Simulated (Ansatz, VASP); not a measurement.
## NaLiICl: VASP beside Ansatz

```
Na Li I Cl
1.0
     3.76431    0.00000    0.00000
     0.00000    3.76431    0.00000
     0.00000    0.00000    6.21534
Na Li I Cl
1 1 1 1
Direct
  0.50000 0.50000 0.50000
  0.00000 0.00000 0.00000
  0.50000 0.50000 0.00000
  0.00000 0.00000 0.50000
```

Change from the starting cell: strain -0.080 along x and y, +0.000 along z, atoms carried along.

Alike in both runs: task single point; functional LDA; k mesh 6 × 6 × 4; occupations gaussian, width 0.05 eV; no spin polarisation.

|  | VASP | Ansatz |
| --- | --- | --- |
| version | VASP 6.6.1 | Ansatz 0.2.0 |
| potentials or method | VASP PAW LDA potentials, release 64 (Na_pv, Li_sv, I, Cl) | scalar-relativistic, plane waves, PAW |
| plane-wave cutoff (eV) | 520 | 420 |
| valence electrons in the cell | 24 | 36 |

|  | VASP | Ansatz | Ansatz less VASP |
| --- | --- | --- | --- |
| gap on the k mesh at the Fermi level (eV) | 3.96 | 3.98 | +0.019 |
| least direct gap on the mesh (eV) | 3.96 | 3.98 | +0.019 |

The two sets of potentials don't hold the same shells in valence.

Caveats: spin-orbit coupling is left out, which moves the levels of the heavy elements. A k mesh can miss the band edges.
